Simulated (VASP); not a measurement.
Input:

```xyz
2
Lattice="0.0000 2.9692 2.9692 2.9692 0.0000 2.9692 2.9692 2.9692 0.0000" Properties=species:S:1:pos:R:3 pbc="T T T"
Mg     0.0000     0.0000     0.0000
Se     1.4846     1.4846     1.4846
```

Computed with r2SCAN meta-GGA, VASP's PBE PAW potentials (set 64) (plane waves; VASP 6.6.1). Settings: 400 eV cut-off, 9×9×9 Γ-centred mesh, tetrahedra with Blöchl corrections, potentials Mg Se.

Question: What does the run give for the energy per atom (σ→0), band gap (over mesh and band path) with the smallest direct gap where there is one?

Answer: 
* **band gap (over mesh and band path)**: 3.34 eV
* **smallest direct gap (over mesh and band path)**: 3.34 eV
* **energy per atom (σ→0)**: -10.698 eV/atom

Only differences to runs with the same potentials and settings are physical.

The structure was generated: MgSe was put into the zinc blende type (F-43m), which need not be its known phase. It was relaxed first.
